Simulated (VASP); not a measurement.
An input for Quantum ESPRESSO's pw.x (written as the equivalent of a VASP run, and not itself run):

```
&CONTROL
  calculation = 'scf'
  pseudo_dir = './pseudo'
  outdir = './out'
  tprnfor = .true.
  tstress = .true.
/
&SYSTEM
  ibrav = 0
  nat = 3
  ntyp = 2
  ecutwfc = 84
  occupations = 'smearing'
  smearing = 'fermi-dirac'
  degauss = 0.00735
  input_dft = 'pbe'
  noncolin = .true.
  lspinorb = .true.
/
&ELECTRONS
  conv_thr = 7.3e-08
  electron_maxstep = 100
/
ATOMIC_SPECIES
  W 183.840 W.upf
  O 15.999 O.upf
CELL_PARAMETERS angstrom
     2.6422400    0.0000000    0.0000000
    -1.3211200    2.2882470    0.0000000
     0.0000000    0.0000000   16.5179190
ATOMIC_POSITIONS crystal
  W    0.6666670  0.3333330  0.5000000
  O    0.3333330  0.6666670  0.4237820
  O    0.3333330  0.6666670  0.5762180
K_POINTS automatic
  14 14 1 0 0 0
```

Q: Translate this input to VASP (INCAR, KPOINTS, POSCAR, choice of POTCAR).

A: Several could match; the one computed here: 
INCAR:
```
ALGO  =  Normal
EDIFF  =  1E-6
ENCUT  =  400
GGA  =  PE
GGA_COMPAT  =  .False.
ISIF  =  2
ISMEAR  =  -1
LASPH  =  .True.
LCHARG  =  .False.
LMAXMIX  =  6
LNONCOLLINEAR  =  .True.
LORBIT  =  11
LREAL  =  .False.
LSORBIT  =  .True.
LWAVE  =  .False.
MAGMOM  =  0.0 0.0 0.0 0.0 0.0 0.0 0.0 0.0 0.0
NELM  =  100
PREC  =  Accurate
SIGMA  =  0.1
SYSTEM  =  WO2
```

POSCAR:
```
WO2
1
    2.6422400000     0.0000000000     0.0000000000
   -1.3211200000     2.2882470000     0.0000000000
    0.0000000000     0.0000000000    16.5179190000
W O
1 2
Direct
  0.6666670000   0.3333330000   0.5000000000
  0.3333330000   0.6666670000   0.4237820000
  0.3333330000   0.6666670000   0.5762180000
```

### KPOINTS
```
Automatic mesh
0
Gamma
14 14 1
0 0 0
```

POTCAR, in this order: W_sv O (PBE.64 set). Program: vasp_ncl.

The two are equivalent in intent, not identical: the potentials are each code's own (VASP's PAW set, PseudoDojo norm-conserving files, fully relativistic, in pw.x), so ENCUT and ecutwfc are chosen apart and not converted; conv_thr bounds pw.x's estimated SCF error, while EDIFF bounds the energy change between steps.

The cell is a sheet with vacuum, built from a generated structure.
